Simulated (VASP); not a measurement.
Calculation: PBE GGA with D3 dispersion (Becke-Johnson damping), VASP's PBE PAW potentials (set 64) (plane waves; VASP).

VASP input:

**POSCAR**
```
ZrB2
1
    1.5718492257    -2.7225231791     0.0000000000
    1.5718492257     2.7225231791     0.0000000000
   -0.0000000000    -0.0000000000     3.5152767642
Zr B
1 2
Direct
  0.0000000000   0.0000000000   0.0000000000
  0.3333330000   0.6666670000   0.5000000000
  0.6666670000   0.3333330000   0.5000000000
```

### KPOINTS
```
k-points along high-symmetry lines
10
Line-mode
Reciprocal
  0.000000   0.000000   0.000000 ! GAMMA
 -0.000000   0.500000   0.000000 ! M

 -0.000000   0.500000   0.000000 ! M
 -0.333333   0.666667   0.000000 ! K

 -0.333333   0.666667   0.000000 ! K
  0.000000   0.000000   0.000000 ! GAMMA

  0.000000   0.000000   0.000000 ! GAMMA
  0.000000   0.000000   0.500000 ! A

  0.000000   0.000000   0.500000 ! A
 -0.000000   0.500000   0.500000 ! L

 -0.000000   0.500000   0.500000 ! L
 -0.333333   0.666667   0.500000 ! H

 -0.333333   0.666667   0.500000 ! H
  0.000000   0.000000   0.500000 ! A

 -0.000000   0.500000   0.500000 ! L
 -0.000000   0.500000   0.000000 ! M

 -0.333333   0.666667   0.500000 ! H
 -0.333333   0.666667   0.000000 ! K
```

### INCAR
```
! general
SYSTEM   =  ZrB2
PREC     =  Accurate
ENCUT    =  520
LREAL    =  F   ! projection in real space or not
LASPH    =  T   ! aspherical one-centre terms
ICHARG   =  11   ! fixed density

! electronic loop
EDIFF    =  1E-7   ! SCF stop (eV)
NELM     =  100   ! most electronic steps
ALGO     =  Normal   ! blocked Davidson
LMAXMIX  =  4   ! l cut-off of mixed one-centre charges

! smearing
ISMEAR   =  0   ! Gaussian
SIGMA    =  0.05   ! width (eV)

! functional
GGA      =  PE
IVDW     =  12

! output
LWAVE    =  F
LCHARG   =  F
LORBIT   =  11
```

POTCAR, in this order: Zr_sv B (PBE.64 set). Program: vasp_std. Read from the step before: CHGCAR.

**Question.** What will the output report for the number of irreducible k-points (NKPTS), largest plane-wave count, number of space-group operations, FFT grid (NGX, NGY, NGZ)?

**Answer.** 
```json
{
  "number of irreducible k-points (NKPTS)": "90",
  "largest_plane_wave_count": "831",
  "number_of_space_group_operations": "24",
  "FFT grid (NGX, NGY, NGZ)": "24 × 24 × 28"
}
```

The compound is ZrB2 in the AlB2 type structure. It was relaxed first.
